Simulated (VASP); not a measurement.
These are PBE GGA, VASP's PBE PAW potentials (set 64) (plane waves; VASP) values and carry that method's errors.

A VASP calculation is set up with these files.

### INCAR
```
ALGO = Normal
EDIFF = 1E-6
ENCUT = 800
GGA = PE
ISIF = 2
ISMEAR = 1
LASPH = T
LCHARG = F
LMAXMIX = 4
LREAL = F
LWAVE = F
NELM = 100
PREC = Accurate
SIGMA = 0.1
SYSTEM = RuAl
```

**POSCAR**
```
RuAl
1
    3.0298780000     0.0000000000     0.0000000000
    0.0000000000     2.9250070000     0.0000000000
    0.0000000000     0.0000000000     2.9161720000
Al Ru
1 1
Direct
  0.5000000000   0.5000000000   0.5000000000
  0.0314700000   0.0000000000   0.0000000000
```

### KPOINTS
```
kpoints
0
gamma
11 11 11
0 0 0
```

POTCAR, in this order: Al_sv_GW Ru_pv (PBE.64 set). Program: vasp_std.

### Question
Estimate the energy per atom (σ→0), pressure, largest force, band gap (on the k-mesh).

### Answer

The energy per atom (σ→0) is -7.090 eV/atom and the band gap (on the k-mesh) is none (metal, semimetal or under 0.01 eV). The pressure comes out as 11.43 GPa and the largest force is 0.890 eV/Å.

OSZICAR:
```
...
DAV:   9    -0.141807324649E+02    0.23087E-02   -0.12016E-02 12336   0.455E+00    0.362E-01
DAV:  10    -0.141809569904E+02   -0.22453E-03   -0.20101E-03 12424   0.991E-01    0.933E-02
DAV:  11    -0.141809285634E+02    0.28427E-04   -0.45485E-05 10520   0.122E-01    0.283E-02
DAV:  12    -0.141809139984E+02    0.14565E-04   -0.14857E-05 10496   0.245E-01    0.834E-03
DAV:  13    -0.141809112279E+02    0.27705E-05   -0.91642E-07  6664   0.322E-02    0.315E-03
DAV:  14    -0.141809096912E+02    0.15367E-05   -0.55063E-07  4800   0.285E-02    0.246E-03
DAV:  15    -0.141809099055E+02   -0.21426E-06   -0.18776E-07  3976   0.612E-03
   1 F= -.14180910E+02 E0= -.14180678E+02  d E =-.696931E-03
```

The compound is RuAl in the CsCl type structure. The cell was not relaxed at this level, atoms are displaced from their ideal sites. The run is one of a series of settings (ENCUT = 800, POTCAR Al_sv_GW Ru_pv (PBE.64 set) against the base run), some of them coarse on purpose. The electron count is odd and the run is not spin-polarised, which forces a metal.
